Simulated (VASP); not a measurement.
Data:

```
CELL_PARAMETERS angstrom
      0.00000     2.36689     2.36689
      2.36689     0.00000     2.36689
      2.36689     2.36689     0.00000
ATOMIC_POSITIONS crystal
  Zr 0.00000 0.00000 0.00000
  C  0.50000 0.50000 0.50000
```

All values below come from PBE GGA with D4 dispersion, VASP's PBE PAW potentials (set 64) (plane waves; VASP). Settings: 520 eV cut-off, 13×13×13 Γ-centred mesh, first-order Methfessel-Paxton smearing of 0.10 eV, potentials Zr_sv C.

Task: Give the stress tensor in GPa (positive for a compressed cell).

Result: 
```
-6.38   0.00   0.00
 0.00  -6.38   0.00
 0.00   0.00  -6.38
```
The pressure is its mean diagonal, -6.38 GPa.

The compound is ZrC in the rock salt structure. This cell is one point of a volume scan, at 1.03 of the reference volume.
